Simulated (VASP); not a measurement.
Data:

```xyz
5
Lattice="3.9900 0.0000 0.0000 0.0000 3.9900 0.0000 0.0000 0.0000 4.0400" Properties=species:S:1:pos:R:3 pbc="T T T"
Ba     0.0000     0.0000     0.0000
Ti     1.9950     1.9950     2.0725
O      1.9950     1.9950     3.9471
O      0.0000     1.9950     1.9675
O      1.9950     0.0000     1.9675
```

Calculation: PBEsol GGA, VASP's PBE PAW potentials (set 64) (plane waves; VASP). Numerical set-up: 400 eV cut-off, 6×6×6 Γ-centred mesh, Fermi-Dirac smearing of 0.010 eV, potentials Ba_sv Ti_sv O.

Unless said otherwise, spin-orbit coupling is left out, though it shifts the bands of the heavy elements here.

Problem. Give the energies of bands 12 to 23 at the high-symmetry points, in eV from the valence-band maximum.

Solution. 
```
band      Γ      X      M      Z      R      A
----  -----  -----  -----  -----  -----  -----
12    -2.41  -4.06  -4.39  -4.08  -4.36  -4.54
13    -2.37  -2.88  -4.17  -2.86  -4.19  -3.88
14    -2.37  -2.87  -3.89  -2.86  -3.89  -3.87
15    -1.32  -2.32  -2.85  -2.03  -2.89  -2.50
16    -1.32  -2.01  -2.85  -2.01  -2.75  -2.49
17    -1.19  -1.91  -1.84  -1.99  -1.78  -2.49
18    -0.38  -1.76  -1.00  -1.99  -0.96  -0.14
19    -0.34  -1.04  -1.00  -0.74  -0.94  -0.14
20    -0.34  -0.92  -0.09  -0.74  -0.23   0.00
21     1.73   2.12   3.57   1.89   3.54   4.17
22     1.98   3.51   3.57   3.52   3.54   4.17
23     1.98   3.55   3.95   3.52   3.90   4.20
```

The gap is indirect, 1.73 eV, from the valence maximum at A to the conduction minimum at Γ.

The structure is a typed BaTiO3 crystal. The cell was not relaxed at this level.
